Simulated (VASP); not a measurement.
These are PBEsol GGA, VASP's PBE PAW potentials (set 64) (plane waves; VASP) values and carry that method's errors.

Input for VASP

**KPOINTS**
```
kpoints
0
Gamma
  8 8 8
```

POSCAR:
```
LiCl
1
    0.0000000000     2.5308879788     2.5308879788
    2.5308879788     0.0000000000     2.5308879788
    2.5308879788     2.5308879788     0.0000000000
Li Cl
1 1
Direct
  0.0000000000   0.0000000000   0.0000000000
  0.5000000000   0.5000000000   0.5000000000
```

### INCAR
```
SYSTEM = LiCl
PREC = Accurate; ENCUT = 600; LREAL = F
LASPH = T
EDIFF = 1E-7; NELM = 100; ALGO = Normal
ISMEAR = 0; SIGMA = 0.05
GGA = PS
ISIF = 2
LWAVE = F; LCHARG = F
```

POTCAR, in this order: Li_sv Cl (PBE.64 set). Program: vasp_std.

Output

### OUTCAR
```
 ion  position               nearest neighbor table
   1  0.000  0.000  0.000-   2 2.53   2 2.53   2 2.53   2 2.53   2 2.53   2 2.53
   2  0.500  0.500  0.500-   1 2.53   1 2.53   1 2.53   1 2.53   1 2.53   1 2.53
  LATTYP: Found a face centered cubic cell.
 ALAT       =     5.0617759576
 Subroutine PRICEL returns:
 Original cell was already a primitive cell.
 Subroutine GETGRP returns: Found 48 space group operations
The static configuration has the point symmetry O_h .
The dynamic configuration has the point symmetry O_h .
 Subroutine INISYM returns: Found 48 space group operations
 Subroutine IBZKPT returns following result:
 Found     29 irreducible k-points:

 Following reciprocal coordinates:
            Coordinates               Weight
  0.000000  0.000000  0.000000      1.000000
  0.125000  0.000000  0.000000      8.000000
  0.250000  0.000000  0.000000      8.000000
  0.375000  0.000000  0.000000      8.000000
  0.500000  0.000000  0.000000      4.000000
  0.125000  0.125000  0.000000      6.000000
  0.250000  0.125000  0.000000     24.000000
  0.375000  0.125000  0.000000     24.000000
  0.500000  0.125000  0.000000     24.000000
 -0.375000  0.125000  0.000000     24.000000
 -0.250000  0.125000  0.000000     24.000000
 -0.125000  0.125000  0.000000     12.000000
  0.250000  0.250000  0.000000      6.000000
  0.375000  0.250000  0.000000     24.000000
  0.500000  0.250000  0.000000     24.000000
 -0.375000  0.250000  0.000000     24.000000
 -0.250000  0.250000  0.000000     12.000000
  0.375000  0.375000  0.000000      6.000000
  0.500000  0.375000  0.000000     24.000000
 -0.375000  0.375000  0.000000     12.000000
  0.500000  0.500000  0.000000      3.000000
  0.375000  0.250000  0.125000     24.000000
  0.500000  0.250000  0.125000     48.000000
 -0.375000  0.250000  0.125000     24.000000
...
```

**OSZICAR**
```
       N       E                     dE             d eps       ncg     rms          rms(c)
DAV:   1     0.443319441684E+02    0.44332E+02   -0.45854E+03   522   0.112E+03
DAV:   2    -0.585376804920E+01   -0.50186E+02   -0.48441E+02   748   0.167E+02
DAV:   3    -0.765461530815E+01   -0.18008E+01   -0.17997E+01   620   0.381E+01
DAV:   4    -0.769170894577E+01   -0.37094E-01   -0.37068E-01   858   0.545E+00
DAV:   5    -0.769191245827E+01   -0.20351E-03   -0.20351E-03   633   0.419E-01    0.234E+00
DAV:   6    -0.763972327676E+01    0.52189E-01   -0.11660E-01   585   0.198E+00    0.159E+00
DAV:   7    -0.763765043242E+01    0.20728E-02   -0.40391E-02   780   0.132E+00    0.753E-01
DAV:   8    -0.763943274202E+01   -0.17823E-02   -0.52520E-03   636   0.612E-01    0.105E-01
DAV:   9    -0.763942768074E+01    0.50613E-05   -0.18740E-04   706   0.123E-01    0.339E-02
DAV:  10    -0.763945524311E+01   -0.27562E-04   -0.42902E-05   590   0.614E-02    0.206E-02
DAV:  11    -0.763945654139E+01   -0.12983E-05   -0.59390E-06   692   0.205E-02    0.688E-03
DAV:  12    -0.763945655385E+01   -0.12452E-07   -0.37641E-07   615   0.581E-03
   1 F= -.76394566E+01 E0= -.76394566E+01  d E =-.830812E-15
```

**OUTCAR**
```
------------------------ aborting loop because EDIFF is reached ----------------------------------------
  FORCE on cell =-STRESS in cart. coord.  units (eV):
  Direction    XX          YY          ZZ          XY          YZ          ZX
  --------------------------------------------------------------------------------------
  Total       -0.0024848     -0.0024848     -0.0024848     -0.0000000      0.0000000     -0.0000000
  in kB       -0.1227880     -0.1227880     -0.1227880     -0.0000000      0.0000000     -0.0000000
  external PRESSURE =      -0.1227880 kB  Pullay stress =       0.0000000 kB
  volume of cell :       32.42
      direct lattice vectors                 reciprocal lattice vectors
     0.000000000  2.530887979  2.530887979    -0.197559119  0.197559119  0.197559119
     2.530887979  0.000000000  2.530887979     0.197559119 -0.197559119  0.197559119
     2.530887979  2.530887979  0.000000000     0.197559119  0.197559119 -0.197559119
  FREE ENERGIE OF THE ION-ELECTRON SYSTEM (eV)
  ---------------------------------------------------
  free  energy   TOTEN  =        -7.6394565538 eV

  energy  without entropy=       -7.6394565538  energy(sigma->0) =       -7.63945655
```
(Selected blocks of OUTCAR.)

The compound is LiCl in the rock salt structure. It was relaxed first.
